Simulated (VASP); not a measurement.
Here is a VASP 6.6.1 calculation.

File INCAR:

```
SYSTEM = Ga
PREC = Accurate
ENCUT = 520
EDIFF = 1E-7
ISMEAR = 0
SIGMA = 0.05
LREAL = .FALSE.
LASPH = .TRUE.
NELM = 100
ALGO = Fast
ISIF = 2
LWAVE = .FALSE.
LCHARG = .FALSE.
GGA = PE
NBANDS = 34
```

KPOINTS

```
Automatic mesh
0
G
  6 6 4
  0 0 0
```

The input POSCAR:

```
Ga
1.0
    2.2892112589     -3.8587942469      0.0000000000
    2.2892112589      3.8587942469      0.0000000000
    0.0000000000      0.0000000000      4.5985772400
Ga
4
Direct
    0.3436635089      0.6563364911      0.5835683765
    0.6563364911      0.3436635089      0.4164316235
    0.8436635089      0.1563364911      0.9164316235
    0.1563364911      0.8436635089      0.0835683765
```

Potentials or basis: VASP PAW PBE potentials, release 64 (Ga_d).

Command:

```sh
$ cat potpaw_PBE.64/Ga_d/POTCAR > POTCAR
$ mpirun -np 1 vasp_std > vasp.out
```

(1) Estimate the largest force.

(2) Estimate the band gap on the k mesh.

(3) Predict the pressure.

## Answers

(1) 0.005 eV/Å.

(2) none (metal or under the smearing width).

(3) 0.1 GPa.
